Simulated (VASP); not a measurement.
An input for Quantum ESPRESSO's pw.x (written as the equivalent of a VASP run, and not itself run):

```
&CONTROL
  calculation = 'scf'
  pseudo_dir = './pseudo'
  outdir = './out'
  tprnfor = .true.
  tstress = .true.
/
&SYSTEM
  ibrav = 0
  nat = 2
  ntyp = 2
  ecutwfc = 96
  occupations = 'smearing'
  smearing = 'methfessel-paxton'
  degauss = 0.00735
  input_dft = 'pbe'
/
&ELECTRONS
  conv_thr = 7.3e-08
  electron_maxstep = 100
/
ATOMIC_SPECIES
  Ti 47.867 Ti.upf
  Co 58.933 Co.upf
CELL_PARAMETERS angstrom
     3.0259830    0.0000000    0.0000000
     0.0000000    3.0685810    0.0000000
     0.0000000    0.0000000    3.0745450
ATOMIC_POSITIONS crystal
  Ti   0.0000000  0.0000000  0.0000000
  Co   0.5240180  0.5000000  0.5000000
K_POINTS automatic
  11 11 11 0 0 0
```

### Question
Translate this input to VASP (INCAR, KPOINTS, POSCAR, choice of POTCAR).

### Answer
This is not unique; one that fits is 
### INCAR
```
ALGO = Normal
EDIFF = 1E-6
ENCUT = 400
GGA = PE
ISIF = 2
ISMEAR = 1
LASPH = .TRUE.
LCHARG = .FALSE.
LMAXMIX = 4
LREAL = .FALSE.
LWAVE = .FALSE.
NELM = 100
PREC = Accurate
SIGMA = 0.1
SYSTEM = TiCo
```

File POSCAR:
```
TiCo
1
    3.0259830000     0.0000000000     0.0000000000
    0.0000000000     3.0685810000     0.0000000000
    0.0000000000     0.0000000000     3.0745450000
Ti Co
1 1
Direct
  0.0000000000   0.0000000000   0.0000000000
  0.5240180000   0.5000000000   0.5000000000
```

KPOINTS:
```
Automatic mesh
0
Gamma
11 11 11
0 0 0
```

POTCAR, in this order: Ti_sv Co (PBE.64 set). Program: vasp_std.

What does not carry over: the potentials are each code's own (VASP's PAW set, PseudoDojo norm-conserving files in pw.x), so ENCUT and ecutwfc are chosen apart and not converted; conv_thr bounds pw.x's estimated SCF error, while EDIFF bounds the energy change between steps.

The compound is TiCo in the CsCl type structure. The cell was not relaxed at this level, atoms are displaced from their ideal sites.
